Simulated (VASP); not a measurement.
Input:

```
Dy
1.0
    1.79500    -3.10903     0.00000
    1.79500     3.10903     0.00000
    0.00000     0.00000     5.65000
Dy
2
Direct
  0.33333   0.66667   0.25000
  0.66667   0.33333   0.75000
```

Method: PBEsol GGA, VASP's PBE PAW potentials (set 64) (plane waves; VASP). Settings: 400 eV cut-off, 11×11×6 Γ-centred mesh, first-order Methfessel-Paxton smearing of 0.10 eV, potentials Dy_3.

The 4f electrons are frozen in the core of the lanthanide potential, so 4f levels, which can set the real gap, and their magnetism are missing. Energy and stress use the plane-wave basis of the starting cell.

### Question
The ions, cell shape and volume are relaxed. Predict the relaxed structure.

### Answer

```
Dy
1.0
    1.77667    -3.07728     0.00000
    1.77667     3.07728     0.00000
    0.00000     0.00000     5.50680
Dy
2
Cartesian
  1.77667   1.02576   1.37670
  1.77667  -1.02576   4.13010
```
Space group P6_3/mmc (194), at a tolerance of 0.03 Å.

### Question
How do energy and volume change from the first to the last step?

### Answer
The energy (σ→0) changes by -10.0 meV/atom and the volume by -4.5 %, in 6 ionic steps.

The compound is Dy in the hcp structure. This run relaxes it. Symmetry was kept, so distortions that lower it aren't found.
